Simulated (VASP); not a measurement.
Ag, 1 atom in the cell. It takes space group Fm-3m (No. 225, cubic). Conventional cell: a = 4.124 Å, b = 4.124 Å, c = 4.124 Å, α = 90.00°, β = 90.00°, γ = 90.00°. Ag (site symmetry m-3m) has 12 Ag at 2.92 Å as nearest neighbours.  The cell isn't the ideal one: a relaxed cell with its volume scaled by 0.98.

```yaml
Program: VASP 6.6.1
Task: relaxation of the atoms
Functional: PBE
Potentials_or_basis: VASP PAW PBE potentials, release 64 (Ag)
Cutoff: 300 eV
k_mesh: 8 × 8 × 8
Occupations: methfessel-paxton, width 0.1 eV
Spin: no spin polarisation
Further_INCAR_settings: ALGO = Normal; EDIFF = 1e-07; IBRION = 2; EDIFFG = -0.01; NSW = 40
```

Potentials or basis: VASP PAW PBE potentials, release 64 (Ag).

Launch:

```console
$ cat potpaw_PBE.64/Ag/POTCAR > POTCAR
$ mpirun -np 1 vasp_std > vasp.out
```

Hardware: 1 thread of Intel(R) Xeon(R) Platinum 8488C (Sapphire Rapids), on a shared host.

Task: How long does it take, and how much memory?

Result: Wall time 2.4 s on 1 thread of Intel(R) Xeon(R) Platinum 8488C (Sapphire Rapids), on a shared host, peak memory 0.11 GiB. Counts: scf iterations 12, k points 29, ion steps 1.
